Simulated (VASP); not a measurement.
# GaGe (F-43m) in VASP: a series of runs, part 2 of 2

VASP 6.6.1. Earlier steps stand in the parts before.

**4. Single point, r2SCAN**

Contents of INCAR:

```
SYSTEM = GaGe
PREC = Accurate ; ENCUT = 450
EDIFF = 1E-6 ; ISMEAR = -1
SIGMA = 0.4 ; LREAL = .False.
LASPH = .True. ; NELM = 100
ALGO = Normal ; ISIF = 2
LWAVE = .False. ; LCHARG = .False.
METAGGA = R2SCAN ; LMIXTAU = .True.
NBANDS = 10 ; ADDGRID = .False.
```

Contents of KPOINTS:

```
regular mesh
0
Gamma
  17 17 17
  0 0 0
```

Contents of POSCAR:

```
GaGe
1.0
    0.0000000000      2.8978440000      2.8978440000
    2.8978440000      0.0000000000      2.8978440000
    2.8978440000      2.8978440000      0.0000000000
Ge Ga
1 1
Direct
    0.0000000000      0.0000000000      0.0000000000
    0.2500000000      0.2500000000      0.2500000000
```

Potentials or basis: VASP PAW PBE potentials, release 64 (Ge, Ga).

Command:

```sh
$ cat potpaw_PBE.64/Ge/POTCAR potpaw_PBE.64/Ga/POTCAR > POTCAR
$ mpirun -np 1 vasp_std > vasp.out
```

OUTCAR:

```text
SYSTEM = GaGe
   PREC = Accurate
   ENCUT = 450
   EDIFF = 1E-6
   ISMEAR = -1
   LREAL = .False.
   LASPH = .True.
   NELM = 100
   ISIF = 2
   METAGGA = R2SCAN

 Found    165 irreducible k-points:

 Following reciprocal coordinates:
            Coordinates               Weight
  0.000000  0.000000  0.000000      1.000000
  0.058824  0.000000  0.000000      8.000000
  0.117647  0.000000  0.000000      8.000000
  0.176471  0.000000  0.000000      8.000000
  0.235294  0.000000  0.000000      8.000000
  0.294118  0.000000  0.000000      8.000000
   k-points           NKPTS =    165   k-points in BZ     NKDIM =    165   number of bands    NBANDS=     10
   number of dos      NEDOS =    301   number of ions     NIONS =      2
   total plane-waves  NPLWV =  21952
   dimension x,y,z NGX =    28 NGY =   28 NGZ =   28
   dimension x,y,z NGXF=    56 NGYF=   56 NGZF=   56
   ions per type =               1   1
   NGX,Y,Z   is equivalent  to a cutoff of  11.36, 11.36, 11.36 a.u.
   NGXF,Y,Z  is equivalent  to a cutoff of  22.72, 22.72, 22.72 a.u.
 SYSTEM =  GaGe
   PREC   = accura    normal or accurate (medium, high low for compatibility)
   ISTART =      0    job   : 0-new  1-cont  2-samecut
   ICHARG =      2    charge: 1-file 2-atom 10-const
   ISPIN  =      1    spin polarized calculation?
   LNONCOLLINEAR =      F non collinear calculations
   LSORBIT =      F    spin-orbit coupling
   LASPH  =      T    aspherical Exc in radial PAW
   ENCUT  =  450.0 eV  33.07 Ry    5.75 a.u.   7.09  7.09  7.09*2*pi/ulx,y,z
   NELM   =    100;   NELMIN=  2; NELMDL= -5     # of ELM steps
   EDIFF  = 0.1E-05   stopping-criterion for ELM
   LREAL  =      F    real-space projection
   EDIFFG = 0.1E-04   stopping-criterion for IOM
   NSW    =      0    number of steps for IOM
   IBRION =     -1    ionic relax: 0-MD 1-quasi-New 2-CG
   NFREE  =      0    steps in history (QN), initial steepest desc. (CG)
   ISIF   =      2    stress and relaxation
   ISYM   =      2    0-nonsym 1-usesym 2-fastsym
   POTIM  = 0.5000    time-step for ionic-motion
   TEBEG  =    0.0;   TEEND  =   0.0 temperature during run
   PSTRESS=    0.0 pullay stress
   NELECT =       7.0000    total number of electrons
   NUPDOWN=      -1.0000    fix difference up-down
   EMIN   =  10.00;   EMAX   =-10.00  energy-range for DOS
   EFERMI =   0.00;   METHOD = LEGACY
   ISMEAR =    -1;   SIGMA  =   0.40  broadening in eV -4-tet -1-fermi 0-gaus
   EFERMI_NEDOS =   21; number of points for ismear=-14 and -15
   IALGO  =     38    algorithm
   IMIX   =      4    mixing-type and parameters
     AMIX     =   0.40;   BMIX     =  1.00
     AMIX_MAG =   1.60;   BMIX_MAG =  1.00
  volume/ion in A,a.u.               =      24.33       164.22
  Fermi-wavevector in a.u.,A,eV,Ry     =   0.857740  1.620894 10.010058  0.735719
  Thomas-Fermi vector in A             =   1.974840
   LORBIT       =      0    0 simple, 1 ext, 2 COOP (PROOUT), +10 PAW based schemes
   METAGGA = R2SCAN    functional components
   LHFCALC =     F    Hartree Fock is set to
   AEXX    =    0.0000 exact exchange contribution
   IVDW    =     0    specifies the selected vdW correction
   LEPSILON=     F    determine dielectric tensor
   LRPA    =     F    only Hartree local field effects (RPA)
 non-spin polarized calculation
  energy-cutoff  :      450.00
  volume of cell :       48.67
 maximum number of plane-waves:      1067
   NGX = 15   NGY = 15   NGZ = 15

 number of electron       7.0000000 magnetization

 Free energy of the ion-electron system (eV)
  ---------------------------------------------------
  ext. energy  EPLUGINS =         0.00000000
  ---------------------------------------------------
  free energy    TOTEN  =       -25.19694862 eV

  energy without entropy =      -24.68423664  energy(sigma->0) =      -24.94059263

 E-fermi :   1.2473     XC(G=0):  -9.1395

 val. band max:        1.2325365192   @ k =  -0.3529   0.1765   0.0588
 cond. band min:       1.2673723734   @ k =   0.4118   0.2353   0.1176
 fundamental gap:      0.0348358543
 Fermi energy:         1.2472520242

 k-point     1 :       0.0000    0.0000    0.0000
  band No.  band energies     occupation
      1      -9.7869      2.00000
      2       2.9291      0.02941
      3       2.9291      0.02941
      4       2.9291      0.02941
      5       3.7850      0.00351
      6       5.8098      0.00002
      7       5.8098      0.00002
      8       5.8098      0.00002
      9       9.5998      0.00000
     10      12.2673      0.00000

 k-point     2 :       0.0588    0.0000    0.0000
  band No.  band energies     occupation
      1      -9.7452      2.00000
      2       2.1561      0.18690
      3       2.8479      0.03591
      4       2.8479      0.03591
      5       4.2764      0.00103
      6       5.9201      0.00002
      7       5.9201      0.00002
      8       5.9784      0.00001
      9       9.8394      0.00000
     10      11.9373      0.00000

 k-point     3 :       0.1176    0.0000    0.0000
  band No.  band energies     occupation
      1      -9.6209      2.00000
      2       1.0139      1.28370
      3       2.6442      0.05906
      4       2.6442      0.05906
      5       4.4899      0.00060
      6       6.1966      0.00001
      7       6.1966      0.00001
      8       6.6263      0.00000
      9      10.4511      0.00000
     10      11.4556      0.00000

 k-point     4 :       0.1765    0.0000    0.0000
  band No.  band energies     occupation
      1      -9.4168      2.00000
      2      -0.1420      1.93983
      3       2.3900      0.10865
      4       2.3900      0.10865
      5       4.3637      0.00083
      6       6.5225      0.00000
      7       6.5225      0.00000
      8       7.5732      0.00000
      9      11.0370      0.00000
     10      11.1501      0.00000

 k-point     5 :       0.2353    0.0000    0.0000
  band No.  band energies     occupation
      1      -9.1389      2.00000
      2      -1.2493      1.99611
      3       2.1381      0.19467
      4       2.1381      0.19467
      5       4.1563      0.00139
      6       6.7813      0.00000
      7       6.7814      0.00000
      8       8.5945      0.00000
      9      11.0561      0.00000
     10      11.1379      0.00000

 k-point     6 :       0.2941    0.0000    0.0000
  band No.  band energies     occupation
      1      -8.7993      2.00000
      2      -2.2711      1.99970
      3       1.9178      0.31518
      4       1.9178      0.31518
      5       3.9579      0.00228
      6       6.9078      0.00000
      7       6.9078      0.00000
      8       9.5881      0.00000
      9      10.8613      0.00000
     10      11.4692      0.00000

 [... further k-points ...]

------------------------ aborting loop because EDIFF is reached ----------------------------------------

  FORCE on cell =-STRESS in cart. coord.  units (eV):
  Direction    XX          YY          ZZ          XY          YZ          ZX
  --------------------------------------------------------------------------------------
  -------------------------------------------------------------------------------------
  Total       -0.4127478     -0.4127478     -0.4127478      0.0000000      0.0000000      0.0000000
  in kB      -13.5875232    -13.5875232    -13.5875232      0.0000000      0.0000000      0.0000000
  external PRESSURE =     -13.5875232 kB  Pullay stress =       0.0000000 kB

 VOLUME and BASIS-vectors are now :
 -----------------------------------------------------------------------------
  energy-cutoff  :      450.00
  volume of cell :       48.67
      direct lattice vectors                 reciprocal lattice vectors
     0.000000000  2.897844000  2.897844000    -0.172542069  0.172542069  0.172542069
     2.897844000  0.000000000  2.897844000     0.172542069 -0.172542069  0.172542069
     2.897844000  2.897844000  0.000000000     0.172542069  0.172542069 -0.172542069

 POSITION                                       TOTAL-FORCE (eV/Angst)
 -----------------------------------------------------------------------------------
      0.00000      0.00000      0.00000         0.000000      0.000000      0.000000
      1.44892      1.44892      1.44892        -0.000000     -0.000000     -0.000000
 -----------------------------------------------------------------------------------
    total drift:                                0.000000      0.000000      0.000000

  FREE ENERGIE OF THE ION-ELECTRON SYSTEM (eV)
  ---------------------------------------------------
  free  energy   TOTEN  =       -25.1969486172 eV

  energy  without entropy=      -24.6842366409  energy(sigma->0) =      -24.94059263
```

stdout:

```text
POSCAR found type information on POSCAR GeGa
 POSCAR found :  2 types and       2 ions
 scaLAPACK will be used
 -----------------------------------------------------------------------------
|                                                                             |
|                                                                             |
|     You enforced a specific xc type in the INCAR file but a different       |
|     I HOPE YOU KNOW WHAT YOU ARE DOING!                                     |
|                                                                             |
 -----------------------------------------------------------------------------

 LDA part: xc-table for (None), standard interpolation
 POSCAR, INCAR and KPOINTS ok, starting setup
 FFT: planning ... GRIDC
 FFT: planning ... GRID_SOFT
 FFT: planning ... GRID
 WAVECAR not read
 entering main loop
```

Wall time 2.5 min (1 thread of Intel Xeon Platinum 8488C (Sapphire Rapids), shared host); peak memory 0.22 GiB.

These settings aren't checked as converged: the numbers below hold their error.

What came out:

| Property | Result |
| --- | --- |
| Free energy | -25.1969 eV |
| Pressure | -1.4 GPa |
| Band gap on the k mesh | none (metal or under the smearing width) |

Caveat: the PAW data sets were made with another functional, which shifts forces and pressure a little.

**5. Single point, r2SCAN**

INCAR, as its differences from that of step 4:

```diff
@@ -3,3 +3,3 @@
 EDIFF = 1E-6 ; ISMEAR = -1
-SIGMA = 0.4 ; LREAL = .False.
+SIGMA = 0.2 ; LREAL = .False.
 LASPH = .True. ; NELM = 100
```

KPOINTS is that of step 4.

POSCAR is that of step 4.

Command:

```sh
$ cat potpaw_PBE.64/Ge/POTCAR potpaw_PBE.64/Ga/POTCAR > POTCAR
$ mpirun -np 1 vasp_std > vasp.out
```

Wall time 2.5 min (1 thread of Intel Xeon Platinum 8488C (Sapphire Rapids), shared host); peak memory 0.22 GiB.

These settings aren't checked as converged: the numbers below hold their error.

What came out:

```
Free energy            : -24.9921 eV
Pressure               : -1.9 GPa
Band gap on the k mesh : none (metal or under the smearing width)
```

Caveat: the PAW data sets were made with another functional, which shifts forces and pressure a little.

**6. Single point, r2SCAN**

INCAR, as its differences from that of step 5:

```diff
@@ -3,3 +3,3 @@
 EDIFF = 1E-6 ; ISMEAR = -1
-SIGMA = 0.2 ; LREAL = .False.
+SIGMA = 0.05 ; LREAL = .False.
 LASPH = .True. ; NELM = 100
```

KPOINTS is that of step 5.

POSCAR is that of step 5.

Potentials or basis: VASP PAW PBE potentials, release 64 (Ge, Ga).

Command:

```sh
$ cat potpaw_PBE.64/Ge/POTCAR potpaw_PBE.64/Ga/POTCAR > POTCAR
$ mpirun -np 1 vasp_std > vasp.out
```

Run time: 2.5 min. Hardware: 1 thread of Intel Xeon Platinum 8488C (Sapphire Rapids), shared host; peak memory 0.22 GiB.

These settings aren't checked as converged: the numbers below hold their error.

Results:

- Free energy: -24.9214 eV
- Pressure: -2.2 GPa
- Band gap on the k mesh: none (metal or under the smearing width)

Caveat: the PAW data sets were made with another functional, which shifts forces and pressure a little.

**7. For comparison**

An earlier run on the cell as given: functional PBE; potentials or basis VASP PAW PBE potentials, release 64 (Ge_d, Ga_d); cutoff 520 eV; k mesh 8 × 8 × 8; occupations fermi-dirac, width 0.05 eV; no spin polarisation.

* Pressure: 0.3 GPa
* Band gap on the k mesh: none (metal or under the smearing width)
